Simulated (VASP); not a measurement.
```xyz
8
Lattice="3.9530 0.0000 0.0000 0.0000 3.9530 0.0000 0.0000 0.0000 4.1250" Properties=species:S:1:pos:R:3 pbc="T T T"
B      3.9530     3.9530     4.1250
B      1.9765     1.9765     4.1250
N      0.9883     0.9883     0.8623
N      2.9648     2.9648     0.8623
N      2.9648     0.9883     3.2627
N      0.9883     2.9648     3.2627
Al     1.9765     0.0000     2.0625
Al     3.9530     1.9765     2.0625
```

Level of theory: PBEsol GGA, VASP's PBE PAW potentials (set 64) (plane waves; VASP 6.6.1). Run with 520 eV cut-off, 6×6×6 Γ-centred mesh, tetrahedra with Blöchl corrections, potentials B N Al.

The cores are frozen, which limits the accuracy of field gradients.

Problem. Give the principal components of the electric field gradient (V/Å²) and the asymmetry η at each nucleus.

Solution. 
```csv
atom,Vxx,Vyy,Vzz,η
B1,-2.5,-2.5,5.0,0.00
B2,-2.5,-2.5,5.0,0.00
N3,42.8,7.3,-50.1,0.71
N4,42.8,7.3,-50.1,0.71
N5,42.8,7.3,-50.1,0.71
N6,42.8,7.3,-50.1,0.71
Al7,11.3,11.3,-22.6,0.00
Al8,11.3,11.3,-22.6,0.00
```

The structure was generated: Al2B2N4 was put into an ordered model structure (P-4m2), which need not be its known phase. It was relaxed first.
